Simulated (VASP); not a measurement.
Consider the following.

```
CELL_PARAMETERS angstrom
      4.62727     0.00000     0.00000
      0.00000     3.02941     0.00000
      0.00000     0.00000     4.85827
ATOMIC_POSITIONS crystal
  Hf 0.25000 0.50000 0.27040
  Hf 0.75000 0.50000 0.72960
  Ir 0.75000 0.00000 0.20886
  Ir 0.25000 0.00000 0.79114
```

Calculation: PBEsol GGA, VASP's PBE PAW potentials (set 64) (plane waves; VASP). Numerical set-up: 400 eV cut-off, Gaussian smearing of 0.050 eV, potentials Hf_pv Ir.

Unless said otherwise, spin-orbit coupling is left out, though it shifts the bands of the heavy elements here.

**Question.** Estimate the band gap (along the path) with the smallest direct gap where there is one.

**Answer.** 
| Quantity | Value |
|---|---|
| band gap (along the path) | none (metal, semimetal or under 0.01 eV) |

The absolute energy has meaning only against runs of the same code, potentials and settings.

The structure comes from a computed database's HfIr entry (Pmma); how it stands against other phases isn't given here. It was relaxed first.
